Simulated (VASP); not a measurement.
A VASP calculation is set up with these files.

File POSCAR:
```
NaI
1
    0.0000000000     3.2350000000     3.2350000000
    3.2350000000     0.0000000000     3.2350000000
    3.2350000000     3.2350000000     0.0000000000
Na I
1 1
Direct
  0.0000000000   0.0000000000   0.0000000000
  0.5000000000   0.5000000000   0.5000000000
```

KPOINTS:
```
Automatic
0
gamma
 7 7 7
0 0 0
```

### INCAR
```
SYSTEM = NaI
PREC = Accurate
ENCUT = 520
EDIFF = 1E-6
NELM = 100
ALGO = Normal
LREAL = .FALSE.
LASPH = .TRUE.
ISMEAR = 0
SIGMA = 0.05
GGA = RP
LMAXMIX = 4
LWAVE = .FALSE.
LCHARG = .FALSE.
IBRION = 2
ISIF = 3
NSW = 60
EDIFFG = -0.01
```

POTCAR, in this order: Na_pv I (PBE.64 set). Program: vasp_std.

Q: Translate this RPBE calculation to Quantum ESPRESSO's pw.x.

A: One equivalent input (not run):
```
&CONTROL
  calculation = 'vc-relax'
  pseudo_dir = './pseudo'
  outdir = './out'
  tprnfor = .true.
  tstress = .true.
  nstep = 60
  forc_conv_thr = 0.00039
/
&SYSTEM
  ibrav = 0
  nat = 2
  ntyp = 2
  ecutwfc = 88
  occupations = 'smearing'
  smearing = 'gaussian'
  degauss = 0.003675
  input_dft = 'rpbe'
/
&ELECTRONS
  conv_thr = 7.3e-08
  electron_maxstep = 100
/
&IONS
/
&CELL
/
ATOMIC_SPECIES
  Na 22.990 Na.upf
  I 126.904 I.upf
CELL_PARAMETERS angstrom
     0.0000000    3.2350000    3.2350000
     3.2350000    0.0000000    3.2350000
     3.2350000    3.2350000    0.0000000
ATOMIC_POSITIONS crystal
  Na   0.0000000  0.0000000  0.0000000
  I    0.5000000  0.5000000  0.5000000
K_POINTS automatic
  7 7 7 0 0 0
```
What does not carry over: the potentials are each code's own (VASP's PAW set, PseudoDojo norm-conserving files in pw.x), so ENCUT and ecutwfc are chosen apart and not converted; conv_thr bounds pw.x's estimated SCF error, while EDIFF bounds the energy change between steps; forc_conv_thr acts on force components and is met together with etot_conv_thr.

The compound is NaI in the rock salt structure. This run relaxes it. Symmetry was kept, so distortions that lower it aren't found.
